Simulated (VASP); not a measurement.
Data:

```
CELL_PARAMETERS angstrom
      0.00000     2.57478     2.57478
      2.57478     0.00000     2.57478
      2.57478     2.57478     0.00000
ATOMIC_POSITIONS crystal
  Zr 0.00000 0.00000 0.00000
  O  0.25000 0.25000 0.25000
  O  0.75000 0.75000 0.75000
```

Computed with PBE GGA, VASP's PBE PAW potentials (set 64) (plane waves; VASP). Settings: 400 eV cut-off, 6×6×6 Γ-centred mesh, Fermi-Dirac smearing of 0.050 eV, potentials Zr_sv O.

At this cut-off the stress carries a Pulay error, which pulls relaxed volumes low.

Problem. Predict the energy per atom (σ→0), pressure, band gap (on the k-mesh) with the smallest direct gap where there is one.

Solution. 
```yaml
band gap (on the k-mesh): 3.27 eV
smallest direct gap (on the k-mesh): 3.68 eV
energy per atom (σ→0): -9.532 eV/atom
pressure: -10.03 GPa
```

Total energies compare only between runs with the same potentials, cut-off and functional.

The structure is a typed ZrO2 crystal (Fm-3m). The cell was not relaxed at this level.
